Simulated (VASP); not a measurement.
Input:

```yaml
crystal:
  lattice:
    - [2.86003, 0.00000, 0.00000]
    - [0.00000, 2.86003, 0.00000]
    - [0.00000, 0.00000, 2.86003]
  atoms:
    - { symbol: Cd, position: [0.00000, 0.00000, 0.00000] }
    - { symbol: O, position: [0.50000, 0.50000, 0.50000] }
```

Computed with PBEsol GGA, VASP's PBE PAW potentials (set 64) (plane waves; VASP). Settings: 620 eV cut-off, 13×13×13 Γ-centred mesh, first-order Methfessel-Paxton smearing of 0.10 eV, potentials Cd O.

Q: What does the run give for the energy per atom (σ→0), pressure, band gap (on the k-mesh) with the smallest direct gap where there is one?

A: 
```yaml
band gap (on the k-mesh): none (metal, semimetal or under 0.01 eV)
energy per atom (σ→0): -3.872 eV/atom
pressure: 4.95 GPa
```

The structure was generated: CdO was put into the CsCl type type (Pm-3m), which need not be its known phase. It was relaxed first under an external pressure of 5 GPa.
